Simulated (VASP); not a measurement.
Runs of VASP 6.6.1 on MnIn11As12 (a cell with a defect). The cell holds a defect, 24 atoms: a = 12.851 Å, b = 8.567 Å, c = 8.567 Å, α = 60.00°, β = 60.00°, γ = 60.00°. 

| task | level | U | fixed moment (μB) | cell | k mesh | mesh quality | pressure (GPa) | moment (μB) | largest force (eV/Å) |
| --- | --- | --- | --- | --- | --- | --- | --- | --- | --- |
| single point | PBEsol+U | Mn d U = 3.5 eV | 2 | as given | 2 × 2 × 2 | coarse | (a) | 2.00 | 0.20 |
| single point | PBEsol+U | Mn d U = 3.5 eV | - | as given | 2 × 2 × 2 | coarse | 0.0 | 4.60 | 0.11 |
| single point | PBEsol | - | 4 | as given | 2 × 2 × 2 | coarse | (b) | 4.00 | 0.57 |
| single point | PBEsol+U | Mn d U = 3.5 eV | 4 | as given | 2 × 3 × 3 | not flagged | 0.0 | 4.00 | 0.11 |
| single point | PBEsol+U | Mn d U = 5.5 eV | 4 | as given | 2 × 2 × 2 | coarse | 0.3 | 4.00 | 0.23 |
| relaxation of the atoms | PBEsol+U | Mn d U = 3.5 eV | 4 | atoms relaxed from: atoms moved at random, drawn with an rms of 0.05 Å | 2 × 2 × 2 | coarse | 0.1 | 4.00 | 0.03 |

Alike in all rows: potentials or basis VASP PAW PBE potentials, release 64 (Mn_pv, In_d, As); spin collinear, ferromagnetic start; cutoff (eV) 350; smearing gaussian 0.03 eV.

Task: Estimate the missing entries.

Result: (a) 0.7; (b) -0.2.

Caveats: some runs use coarse meshes; the PAW data sets were made with another functional, which shifts forces and pressure a little; only a ferromagnetic start was run, and an antiferromagnetic order may lie lower in energy; the total moment is fixed, so each spin has its own Fermi level (some runs); the U is typed as a test and isn't derived for this compound (some runs).
